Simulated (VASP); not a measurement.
An input for Quantum ESPRESSO's pw.x (written as the equivalent of a VASP run, and not itself run):

```
&CONTROL
  calculation = 'scf'
  pseudo_dir = './pseudo'
  outdir = './out'
  tprnfor = .true.
  tstress = .true.
/
&SYSTEM
  ibrav = 0
  nat = 2
  ntyp = 2
  ecutwfc = 68
  occupations = 'smearing'
  smearing = 'fermi-dirac'
  degauss = 0.00735
  input_dft = 'pbe'
/
&ELECTRONS
  conv_thr = 7.3e-08
  electron_maxstep = 100
/
ATOMIC_SPECIES
  Zr 91.224 Zr.upf
  Ir 192.217 Ir.upf
CELL_PARAMETERS angstrom
     1.5551110    0.8978430    4.9686740
    -1.5551110    0.8978430    4.9686740
     0.0000000   -1.7956870    4.9686740
ATOMIC_POSITIONS crystal
  Zr   0.0000000  0.0000000  0.0000000
  Ir   0.5000000  0.5000000  0.5000000
K_POINTS automatic
  10 10 10 0 0 0
```

Write the VASP files for the same calculation (PBE).

Several could match; the one computed here: 
### POSCAR
```
ZrIr
9.9373480
  0.1564915509   0.0903503631   0.5000000000
 -0.1564915509   0.0903503631   0.5000000000
  0.0000000000  -0.1807008268   0.5000000000
Zr Ir
1 1
Direct
  0.0000000000   0.0000000000   0.0000000000
  0.5000000000   0.5000000000   0.5000000000
```

INCAR:
```
SYSTEM = ZrIr
PREC = Accurate
ENCUT = 300
EDIFF = 1E-6
NELM = 100
ALGO = Normal
LREAL = .FALSE.
LASPH = .TRUE.
ISMEAR = -1
SIGMA = 0.1
GGA = PE
LMAXMIX = 6
LWAVE = .FALSE.
LCHARG = .FALSE.
ISIF = 2
```

**KPOINTS**
```
Automatic mesh
0
Gamma
10 10 10
0 0 0
```

POTCAR, in this order: Zr_sv Ir (PBE.64 set). Program: vasp_std.

Limits of the translation: the potentials are each code's own (VASP's PAW set, PseudoDojo norm-conserving files in pw.x), so ENCUT and ecutwfc are chosen apart and not converted; conv_thr bounds pw.x's estimated SCF error, while EDIFF bounds the energy change between steps.

The structure was generated: ZrIr was put into an ordered model structure, which need not be its known phase. The cell was not relaxed at this level, and its volume differs by -5.9 % from the start's.
